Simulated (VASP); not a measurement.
The system is Al2InN3.

```xyz
12
Lattice="3.3600 0.0000 0.0000 -1.6800 2.9098 0.0000 0.0000 0.0000 16.3000" Properties=species:S:1:pos:R:3 pbc="T T T"
Al    1.6800    0.9699    8.1500
Al    1.6800    0.9699    2.7172
Al    0.0000    1.9399    0.0000
Al    0.0000    1.9399   10.8672
In    0.0000    1.9399    5.4328
In    1.6800    0.9699   13.5828
N     1.6800    0.9699   10.1875
N     1.6800    0.9699    4.7547
N     0.0000    1.9399    7.4703
N     0.0000    1.9399    2.0375
N     0.0000    1.9399   12.9047
N     1.6800    0.9699   15.6203
```

The cell was built by a generator and needn't be a form met in nature.

| Item | Value |
| --- | --- |
| Program | VASP 6.6.1 |
| Task | relaxation of cell and atoms |
| Functional | PBE |
| Potentials or basis | VASP PAW PBE potentials, release 64 (Al, In_d, N) |
| Cutoff | 520 eV |
| k mesh | 5 × 5 × 1 |
| Occupations | gaussian, width 0.15 eV |
| Spin | no spin polarisation |

At the start: pressure -6.8 GPa; volume 13.28 Å³/atom.

Problem. Where does the relaxation end?

Solution. Over 10 steps the energy falls by 155.3 meV/atom and the volume is 12.35 Å³/atom (-7.0 %); space group P6_3mc (No. 186, to 0.05 Å).

The path:
| step | energy change (eV) | largest force (eV/Å) | pressure (GPa) | volume (Å³) |
| --- | --- | --- | --- | --- |
| 1 | 0.0000 | 3.5716 | -6.82 | 159.37 |
| 2 | -1.4269 | 1.8213 | 3.19 | 146.68 |
| 3 | -1.4269 | 1.8271 | 3.29 | 146.66 |
| 4 | -1.8305 | 0.4989 | -0.41 | 148.40 |
| 5 | -1.8308 | 0.4743 | -0.41 | 148.35 |
| 6 | -1.8407 | 0.4885 | 0.50 | 147.84 |
| 7 | -1.8586 | 0.1812 | 0.04 | 148.07 |
| 8 | -1.8624 | 0.1018 | 0.09 | 148.10 |
| 9 | -1.8624 | 0.1125 | 0.08 | 148.11 |
| 10 | -1.8639 | 0.0493 | -0.15 | 148.25 |

Final structure:
```
Al In N
1.0
     3.26537    0.00000    0.00000
    -1.63269    2.82790    0.00000
     0.00000    0.00000   16.05435
Al In N
4 2 6
Direct
  0.66667 0.33333 0.50658
  0.66667 0.33333 0.16027
  0.33333 0.66667 0.00658
  0.33333 0.66667 0.66027
  0.33333 0.66667 0.33407
  0.66667 0.33333 0.83407
  0.66667 0.33333 0.62481
  0.66667 0.33333 0.27730
  0.33333 0.66667 0.47197
  0.33333 0.66667 0.12481
  0.33333 0.66667 0.77730
  0.66667 0.33333 0.97197
```

Caveat: the k mesh is coarse (spacing up to 0.43 Å⁻¹), so the values aren't converged.
